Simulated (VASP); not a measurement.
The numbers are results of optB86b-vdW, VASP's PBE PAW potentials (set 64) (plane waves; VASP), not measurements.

VASP input:

### POSCAR
```
KCl
1.0
  0.0000000000   3.1272253484   3.1272253484
  3.1272253484   0.0000000000   3.1272253484
  3.1272253484   3.1272253484   0.0000000000
K Cl
1 1
Cartesian
  0.0000000000   0.0000000000   0.0000000000
  3.1272253484   3.1272253484   3.1272253484
```

### INCAR
```
SYSTEM = KCl
PREC = Accurate; ENCUT = 520; LREAL = F
LASPH = T
EDIFF = 1E-7; NELM = 100; ALGO = Normal
ISMEAR = -5
GGA = MK; LUSE_VDW = T; AGGAC = 0.0
PARAM1 = 0.1234; PARAM2 = 1.0
ISIF = 2
LWAVE = F; LCHARG = T; LORBIT = 11
NEDOS = 601
```

### KPOINTS
```
Automatic mesh
0
Gamma
8 8 8
0 0 0
```

POTCAR, in this order: K_sv Cl (PBE.64 set). Program: vasp_std.

Output of the run:

File OSZICAR:
```
       N       E                     dE             d eps       ncg     rms          rms(c)
DAV:   1     0.113067207317E+03    0.11307E+03   -0.74695E+03   696   0.121E+03
DAV:   2     0.378059530513E+01   -0.10929E+03   -0.10196E+03   864   0.279E+02
DAV:   3    -0.305243717304E+01   -0.68330E+01   -0.68000E+01   888   0.657E+01
DAV:   4    -0.332943785565E+01   -0.27700E+00   -0.27670E+00  1228   0.118E+01
DAV:   5    -0.333076185715E+01   -0.13240E-02   -0.13239E-02   908   0.882E-01    0.354E+00
DAV:   6    -0.305766186573E+01    0.27310E+00   -0.51768E-01   844   0.405E+00    0.288E+00
DAV:   7    -0.304274542745E+01    0.14916E-01   -0.12406E-01   896   0.219E+00    0.163E+00
DAV:   8    -0.305255830951E+01   -0.98129E-02   -0.19375E-02   940   0.126E+00    0.200E-01
DAV:   9    -0.305302263504E+01   -0.46433E-03   -0.10707E-03   924   0.222E-01    0.978E-02
DAV:  10    -0.305354748909E+01   -0.52485E-03   -0.47879E-04   804   0.198E-01    0.105E-02
DAV:  11    -0.305355454403E+01   -0.70549E-05   -0.12452E-05  1024   0.300E-02    0.578E-03
DAV:  12    -0.305355698308E+01   -0.24390E-05   -0.39092E-06   860   0.161E-02    0.306E-03
DAV:  13    -0.305355701098E+01   -0.27901E-07   -0.53750E-07   944   0.589E-03
   1 F= -.30535570E+01 E0= -.30535570E+01  d E =0.000000E+00
```

### OUTCAR
```
------------------------ aborting loop because EDIFF is reached ----------------------------------------
  FORCE on cell =-STRESS in cart. coord.  units (eV):
  Direction    XX          YY          ZZ          XY          YZ          ZX
  --------------------------------------------------------------------------------------
  Total        0.0015966      0.0015966      0.0015966     -0.0000000      0.0000000      0.0000000
  in kB        0.0418214      0.0418214      0.0418214     -0.0000000      0.0000000      0.0000000
  external PRESSURE =       0.0418214 kB  Pullay stress =       0.0000000 kB
  volume of cell :       61.17
      direct lattice vectors                 reciprocal lattice vectors
     0.000000000  3.127225348  3.127225348    -0.159886143  0.159886143  0.159886143
     3.127225348  0.000000000  3.127225348     0.159886143 -0.159886143  0.159886143
     3.127225348  3.127225348  0.000000000     0.159886143  0.159886143 -0.159886143
  FREE ENERGIE OF THE ION-ELECTRON SYSTEM (eV)
  ---------------------------------------------------
  free  energy   TOTEN  =        -3.0535570110 eV

  energy  without entropy=       -3.0535570110  energy(sigma->0) =       -3.05355701

 total charge

# of ion       s       p       d       tot
------------------------------------------
    1        1.956   5.564   0.027   7.546
    2        1.594   3.561   0.000   5.155
--------------------------------------------------
tot          3.550   9.125   0.027  12.701
```
(Selected blocks of OUTCAR.)

**OUTCAR**
```
 val. band max:       -1.8499882993   @ k =   0.0000   0.0000   0.0000

 cond. band min:       3.3300024193   @ k =   0.0000   0.0000   0.0000


 Fermi energy:        -1.8325271931

 k-point     1 :       0.0000    0.0000    0.0000
  band No.  band energies     occupation
      1     -28.9143      2.00000
      2     -13.9572      2.00000
      3     -12.4342      2.00000
      4     -12.4342      2.00000
      5     -12.4342      2.00000
      6      -1.8500      2.00000
      7      -1.8500      2.00000
      8      -1.8500      2.00000
      9       3.3300      0.00000
     10       6.4758      0.00000
     11       6.4758      0.00000
     12       6.4758      0.00000

 k-point     2 :       0.1250    0.0000    0.0000
  band No.  band energies     occupation
      1     -28.9126      2.00000
      2     -13.9894      2.00000
      3     -12.4357      2.00000
      4     -12.4357      2.00000
      5     -12.3937      2.00000
      6      -2.0495      2.00000
      7      -1.9035      2.00000
      8      -1.9035      2.00000
      9       3.7134      0.00000
     10       6.3590      0.00000
     11       6.6762      0.00000
     12       6.6762      0.00000

 k-point     3 :       0.2500    0.0000    0.0000
  band No.  band energies     occupation
      1     -28.9084      2.00000
      2     -14.0614      2.00000
      3     -12.4393      2.00000
      4     -12.4393      2.00000
      5     -12.3012      2.00000
      6      -2.4645      2.00000
      7      -2.0276      2.00000
      8      -2.0276      2.00000
      9       4.6082      0.00000
     10       6.2759      0.00000
     11       7.2458      0.00000
     12       7.2458      0.00000

 k-point     4 :       0.3750    0.0000    0.0000
  band No.  band energies     occupation
      1     -28.9041      2.00000
      2     -14.1268      2.00000
      3     -12.4428      2.00000
      4     -12.4428      2.00000
      5     -12.2148      2.00000
      6      -2.8178      2.00000
...
```

The compound is KCl in the rock salt structure. It was relaxed first.
